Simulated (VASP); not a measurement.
Given:

```
CELL_PARAMETERS angstrom
      3.48418     0.00000     0.00000
      0.00000     3.48418     0.00000
      0.00000     0.00000     3.48418
ATOMIC_POSITIONS crystal
  Fe 0.00000 0.00000 0.00000
  Ni 0.00000 0.50000 0.50000
  Ni 0.50000 0.00000 0.50000
  Ni 0.50000 0.50000 0.00000
```
Starting moments (μB, in the order of the record's atoms Fe Ni Ni Ni): 2.8 0.6 0.6 0.6.

Level of theory: PBEsol GGA, VASP's PBE PAW potentials (set 64) (plane waves; VASP). Numerical set-up: 480 eV cut-off, 8×8×8 Γ-centred mesh, first-order Methfessel-Paxton smearing of 0.10 eV, potentials Fe Ni.

Stress in GPa, positive for a compressed cell; the cube axes lie along x, y and z, and the ions stay on their sites.

```tsv
strain	σxx	σyy	σzz
none	0.59	0.59	0.59
εxx = -1.5 %, εyy = -1.5 %, εzz = -1.5 %	11.81	11.81	11.81
εxx = +2.0 %	-5.34	-2.63	-2.63
εxx = +2.0 %, εyy = +2.0 %, εzz = +2.0 %	-10.78	-10.78	-10.78
εxx = -0.5 %, εzz = -0.5 %	3.09	2.36	3.09
```

**Question.** Fit C11 and C12 to these rows, and predict the stress for εxx = -4.0 %, εzz = -4.0 %.

**Answer.** Least squares on Δσ_i = −C11 ε_i − C12 (ε_j + ε_k) over all components shown gives C11 = 302 GPa and C12 = 166 GPa, and so σxx, σyy, σzz = 19.28, 13.84, 19.28 GPa. The run gave 25.77, 17.52, 25.77 GPa; the difference holds the non-linear terms and numerical noise.

Left out are shears, moved atoms, failed runs and, from the fit, strains over 2.5 %.

The compound is Ni3Fe in the L1_2 structure. The spin order is the one that the start imposed; others were not tried in this run.
